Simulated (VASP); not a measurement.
# NaGeSe (P4/nmm) in VASP: notebook, part 2 of 2

VASP 6.6.1.

## 4. Relaxation of cell and atoms, r2SCAN

This run uses another cell than the first one, of 21.79 Å³/atom, 0.993 times its volume.

File POSCAR:

```
NaGeSe
1.0
    4.3309980000      0.0000000000      0.0000000000
    0.0000000000      4.3309980000      0.0000000000
    0.0000000000      0.0000000000      6.9714680000
Ge Na Se
2 2 2
Direct
    0.0000000000      0.5000000000      0.6493000000
    0.5000000000      0.0000000000      0.3507000000
    0.0000000000      0.0000000000      0.0000000000
    0.5000000000      0.5000000000      0.0000000000
    0.0000000000      0.5000000000      0.2056000000
    0.5000000000      0.0000000000      0.7944000000
```

File INCAR.step1:

```
PREC = Accurate ; ENCUT = 600
ISMEAR = -1 ; SIGMA = 0.1
LREAL = False ; LASPH = True
NELM = 80 ; GGA = PE
ALGO = Normal ; EDIFF = 1E-4
LWAVE = True ; LCHARG = False
```

File INCAR.step2:

```
PREC = Accurate ; ENCUT = 600
EDIFF = 1E-7 ; ISMEAR = -1
SIGMA = 0.1 ; LREAL = False
LASPH = True ; NELM = 80
ALGO = Normal ; ISIF = 3
LWAVE = False ; LCHARG = False
METAGGA = R2SCAN ; LMIXTAU = True
IBRION = 2 ; NSW = 60
EDIFFG = -0.01 ; ISTART = 1
```

File KPOINTS:

```
regular mesh
0
Gamma
  4 4 3
```

Potentials or basis: VASP PAW PBE potentials, release 64 (Ge_d, Na_pv, Se).

The run is started by

```bash
$ cat potpaw_PBE.64/Ge_d/POTCAR potpaw_PBE.64/Na_pv/POTCAR potpaw_PBE.64/Se/POTCAR > POTCAR
$ cp INCAR.step1 INCAR
$ mpirun -np 1 vasp_std > vasp.out
$ cp INCAR.step2 INCAR
$ mpirun -np 1 vasp_std > vasp.out
```

OUTCAR:

```text
PREC = Accurate
   ENCUT = 600
   EDIFF = 1E-7
   ISMEAR = -1
   LREAL = False
   LASPH = True
   NELM = 80
   ISIF = 3
   METAGGA = R2SCAN
   IBRION = 2
   NSW = 60
   EDIFFG = -0.01
   ISTART = 1

 ion  position               nearest neighbor table
   1  0.000  0.500  0.649-
   2  0.500  0.000  0.351-
   3  0.000  0.000  0.000-   5 2.60   6 2.60   5 2.60   6 2.60
   4  0.500  0.500  0.000-   5 2.60   6 2.60   6 2.60   5 2.60
   5  0.000  0.500  0.206-   3 2.60   4 2.60   3 2.60   4 2.60
   6  0.500  0.000  0.794-   3 2.60   4 2.60   4 2.60   3 2.60

  LATTYP: Found a simple tetragonal cell.
 ALAT       =     4.3309980000
 C/A-ratio  =     1.6096677948

  Lattice vectors:

 A1 = (   4.3309980000,   0.0000000000,   0.0000000000)
 A2 = (   0.0000000000,   4.3309980000,   0.0000000000)
 A3 = (   0.0000000000,   0.0000000000,   6.9714680000)

Analysis of symmetry for initial positions (statically):
=====================================================================
 Subroutine PRICEL returns:
 Original cell was already a primitive cell.

 Routine SETGRP: Setting up the symmetry group for a
 simple tetragonal supercell.

 Subroutine GETGRP returns: Found 16 space group operations
 (whereof  8 operations were pure point group operations)
 out of a pool of 16 trial point group operations.

The static configuration has the point symmetry D_2d.
 The point group associated with its full space group is D_4h.

Analysis of symmetry for dynamics (positions and initial velocities):
=====================================================================
 Subroutine PRICEL returns:
 Original cell was already a primitive cell.

 Routine SETGRP: Setting up the symmetry group for a
 simple tetragonal supercell.

 Subroutine GETGRP returns: Found 16 space group operations
 (whereof  8 operations were pure point group operations)
 out of a pool of 16 trial point group operations.

The dynamic configuration has the point symmetry D_2d.
 The point group associated with its full space group is D_4h.

 Subroutine INISYM returns: Found 16 space group operations
 (whereof  8 operations are pure point group operations),
 and found     1 'primitive' translations

----------------------------------------------------------------------------------------

                                     Primitive cell

  volume of cell :     130.7676

  direct lattice vectors                    reciprocal lattice vectors
     4.330998000  0.000000000  0.000000000     0.230893665  0.000000000  0.000000000
     0.000000000  4.330998000  0.000000000     0.000000000  0.230893665  0.000000000
     0.000000000  0.000000000  6.971468000     0.000000000  0.000000000  0.143441812

  length of vectors
     4.330998000  4.330998000  6.971468000     0.230893665  0.230893665  0.143441812

  position of ions in fractional coordinates (direct lattice)
     0.000000000  0.500000000  0.649300000
     0.500000000  0.000000000  0.350700000
     0.000000000  0.000000000  0.000000000
     0.500000000  0.500000000  0.000000000
     0.000000000  0.500000000  0.205600000
     0.500000000  0.000000000  0.794400000

  ion indices of the primitive-cell ions
   primitive index   ion index
                 1           1
                 2           2
                 3           3
                 4           4
                 5           5
[... 49 lines left out ...]
   NGXF,Y,Z  is equivalent  to a cutoff of  27.64, 27.64, 26.71 a.u.
 SYSTEM =  unknown system
   PREC   = accura    normal or accurate (medium, high low for compatibility)
   ISTART =      1    job   : 0-new  1-cont  2-samecut
   ICHARG =      0    charge: 1-file 2-atom 10-const
   ISPIN  =      1    spin polarized calculation?
   LNONCOLLINEAR =      F non collinear calculations
   LSORBIT =      F    spin-orbit coupling
   LASPH  =      T    aspherical Exc in radial PAW
   ENCUT  =  600.0 eV  44.10 Ry    6.64 a.u.   8.65  8.65 13.92*2*pi/ulx,y,z
   NELM   =     80;   NELMIN=  2; NELMDL=  0     # of ELM steps
   EDIFF  = 0.1E-06   stopping-criterion for ELM
   LREAL  =      F    real-space projection
   EDIFFG = -.1E-01   stopping-criterion for IOM
   NSW    =     60    number of steps for IOM
   IBRION =      2    ionic relax: 0-MD 1-quasi-New 2-CG
   NFREE  =      1    steps in history (QN), initial steepest desc. (CG)
   ISIF   =      3    stress and relaxation
   ISYM   =      2    0-nonsym 1-usesym 2-fastsym
   POTIM  = 0.5000    time-step for ionic-motion
   TEBEG  =    0.0;   TEEND  =   0.0 temperature during run
   PSTRESS=    0.0 pullay stress
   NELECT =      54.0000    total number of electrons
   NUPDOWN=      -1.0000    fix difference up-down
   EMIN   =  10.00;   EMAX   =-10.00  energy-range for DOS
   EFERMI =   0.00;   METHOD = LEGACY
   ISMEAR =    -1;   SIGMA  =   0.10  broadening in eV -4-tet -1-fermi 0-gaus
   EFERMI_NEDOS =   21; number of points for ismear=-14 and -15
   IALGO  =     38    algorithm
   IMIX   =      4    mixing-type and parameters
     AMIX     =   0.40;   BMIX     =  1.00
     AMIX_MAG =   1.60;   BMIX_MAG =  1.00
  volume/ion in A,a.u.               =      21.79       147.08
  Fermi-wavevector in a.u.,A,eV,Ry     =   1.219100  2.303765 20.221046  1.486205
  Thomas-Fermi vector in A             =   2.354364
   LORBIT       =      0    0 simple, 1 ext, 2 COOP (PROOUT), +10 PAW based schemes
   METAGGA = R2SCAN    functional components
   LHFCALC =     F    Hartree Fock is set to
   AEXX    =    0.0000 exact exchange contribution
   IVDW    =     0    specifies the selected vdW correction
   LEPSILON=     F    determine dielectric tensor
   LRPA    =     F    only Hartree local field effects (RPA)
 conjugate gradient relaxation of ions
 non-spin polarized calculation
  energy-cutoff  :      600.00
  volume of cell :      130.77
 maximum number of plane-waves:      4403
 NGX is ok and might be reduce to    36
   NGX = 17   NGY = 17   NGZ = 27

--------------------------------------- Ionic step        1  -------------------------------------------

 number of electron      54.0000016 magnetization

 Free energy of the ion-electron system (eV)
  ---------------------------------------------------
  ext. energy  EPLUGINS =         0.00000000
  ---------------------------------------------------
  free energy    TOTEN  =       -62.98038261 eV

  energy without entropy =      -62.90255425  energy(sigma->0) =      -62.94146843

------------------------ aborting loop because EDIFF is reached ----------------------------------------

  FORCE on cell =-STRESS in cart. coord.  units (eV):
  Direction    XX          YY          ZZ          XY          YZ          ZX
  --------------------------------------------------------------------------------------
  -------------------------------------------------------------------------------------
  Total        3.3658807      3.3658807      5.1814155      0.0000000      0.0000000     -0.0000000
  in kB       41.2390922     41.2390922     63.4831978      0.0000000      0.0000000     -0.0000000
  external PRESSURE =      48.6537941 kB  Pullay stress =       0.0000000 kB
[... 101 lines left out ...]
  FREE ENERGIE OF THE ION-ELECTRON SYSTEM (eV)
  ---------------------------------------------------
  free  energy   TOTEN  =       -63.5690208596 eV

  energy  without entropy=      -63.4749044465  energy(sigma->0) =      -63.52196265

 E-fermi :   4.3613     XC(G=0):  -9.9944

 val. band max:        4.3313137720   @ k =   0.5000   0.2500   0.3333
 cond. band min:       4.3795304818   @ k =   0.2500   0.2500   0.0000
 fundamental gap:      0.0482167098
 Fermi energy:         4.3613061019

 k-point     1 :       0.0000    0.0000    0.0000
  band No.  band energies     occupation
      1     -22.0099      2.00000
      2     -22.0099      2.00000
      3     -21.9150      2.00000
      4     -21.8928      2.00000
      5     -21.8892      2.00000
      6     -21.8892      2.00000
[... 409 lines left out ...]
     31       8.0457      0.00000
     32       8.0457      0.00000

[... ionic steps 4 to 24 ...]

--------------------------------------- Ionic step       25  -------------------------------------------

 number of electron      54.0000045 magnetization

------------------------ aborting loop because EDIFF is reached ----------------------------------------
[... 75 lines left out ...]
--------------------------------------- Ionic step       27  -------------------------------------------

 number of electron      54.0000044 magnetization

 Free energy of the ion-electron system (eV)
  ---------------------------------------------------
  ext. energy  EPLUGINS =         0.00000000
  ---------------------------------------------------
  free energy    TOTEN  =       -64.48746712 eV

  energy without entropy =      -64.38047284  energy(sigma->0) =      -64.43396998

 E-fermi :   4.4649     XC(G=0): -10.0645

 val. band max:        4.4355510489   @ k =   0.5000   0.0000   0.3333
 cond. band min:       4.5250790235   @ k =   0.5000   0.0000   0.0000
 fundamental gap:      0.0895279746
 Fermi energy:         4.4649450075

 k-point     1 :       0.0000    0.0000    0.0000
  band No.  band energies     occupation
      1     -21.8586      2.00000
      2     -21.8586      2.00000
      3     -21.7674      2.00000
      4     -21.7586      2.00000
      5     -21.7586      2.00000
      6     -21.7494      2.00000
[... 442 lines left out ...]
  FREE ENERGIE OF THE ION-ELECTRON SYSTEM (eV)
  ---------------------------------------------------
  free  energy   TOTEN  =       -64.4874671183 eV

  energy  without entropy=      -64.3804728420  energy(sigma->0) =      -64.43396998

 reached required accuracy - stopping structural energy minimisation
```

Wall time 57 min (1 thread of AMD EPYC 9R45 (Zen 5), shared host); peak memory 0.3 GiB.

What came out:

```yaml
Free_energy: -64.4875 eV
Relaxed_volume: 22.12 Å³/atom
Relaxed_cell: a = 4.358 Å, b = 4.358 Å, c = 6.990 Å, α = 90.00°, β = 90.00°, γ = 90.00°
Space_group_after_relaxing_to_0.05_Å: P4/nmm (No. 129)
Energy_gained_by_relaxing: 251.2 meV/atom
Ionic_steps: 27
Pressure_after_relaxing: 0.0 GPa
Largest_force_after_relaxing: 0.009 eV/Å
Band_gap_on_the_k_mesh: none (metal or under the smearing width)
```

Forces in eV/Å, atoms in the order of the input:
```
Ge   0.000  0.000  0.006
Ge   0.000  0.000 -0.006
Na   0.000  0.000  0.000
Na   0.000  0.000  0.000
Se   0.000  0.000  0.009
Se   0.000  0.000 -0.009
```

The path:
```
step  energy change (eV)  largest force (eV/Å)  pressure (GPa)  volume (Å³)
   1              0.0000                2.1057            4.87       130.77
   2             -0.5211                1.3015           -0.41       143.69
   3             -0.5886                0.9762           -2.40       151.49
   4             -0.8138                0.8162           -1.93       146.80
   5             -1.1443                0.4437            0.66       134.92
   6             -1.1636                0.6697            1.77       131.12
   7             -1.3150                0.6557            0.26       134.77
   8             -1.3610                0.5489           -0.70       137.91
   9             -1.4420                0.3253           -0.30       135.01
  10             -1.4590                0.3385           -0.02       133.17
  11             -1.4842                0.1382           -0.24       133.09
  12             -1.4897                0.0767           -0.35       133.03
  13             -1.4924                0.0355            0.52       130.34
  14             -1.4934                0.0415            0.22       131.21
  15             -1.4979                0.0284            0.26       131.41
  16             -1.5017                0.1800            0.50       131.89
  17             -1.5034                0.0606            0.35       131.66
  18             -1.5036                0.1377            0.44       131.82
  19             -1.5041                0.1019            0.39       131.75
  20             -1.5061                0.0724            0.01       133.09
  21             -1.5061                0.0696           -0.03       133.22
  22             -1.5061                0.0712           -0.01       133.14
  23             -1.5067                0.0398           -0.04       133.07
  24             -1.5068                0.0254           -0.05       133.03
  25             -1.5069                0.0228           -0.07       132.96
  26             -1.5069                0.0159           -0.06       132.99
  27             -1.5071                0.0095            0.00       132.74
```

Final structure:
```xyz
6
Lattice="4.3578 0.0000 0.0000 0.0000 4.3578 0.0000 0.0000 0.0000 6.9899" Properties=species:S:1:pos:R:3 pbc="T T T"
Ge    0.0000    2.1789    4.7233
Ge    2.1789    0.0000    2.2665
Na    4.3578    0.0000    0.0000
Na    2.1789    2.1789    0.0000
Se    0.0000    2.1789    2.1538
Se    2.1789    0.0000    4.8360
```

Caveat: the k mesh is coarse (spacing up to 0.36 Å⁻¹), so the values aren't converged; the PAW data sets were made with another functional, which shifts forces and pressure a little.

## 5. The runs side by side

| task | level | cell | cutoff (eV) | gap on the mesh (eV) | pressure (GPa) | relaxed volume (Å³/atom) |
| --- | --- | --- | --- | --- | --- | --- |
| single point | PBE+D4 | P4/nmm, 21.94 Å³/atom | 520 | none | 0.0 | - |
| relaxation of cell and atoms | PBE+D4 | relaxed | 600 | none | 0.0 | 23.80 |
| relaxation of cell and atoms | r2SCAN | relaxed | 600 | none | 0.0 | 22.12 |

Alike in all rows: potentials or basis VASP PAW PBE potentials, release 64 (Ge_d, Na_pv, Se); no spin polarisation; k mesh 4 × 4 × 3; smearing fermi-dirac 0.1 eV; the mesh is coarse, so values aren't converged.

Caveats: all runs use coarse meshes; pairwise dispersion overbinds metals, which lowers pressure and volume (some runs); the PAW data sets were made with another functional, which shifts forces and pressure a little (some runs).

Absolute energies hang on the potentials; compare differences alone.
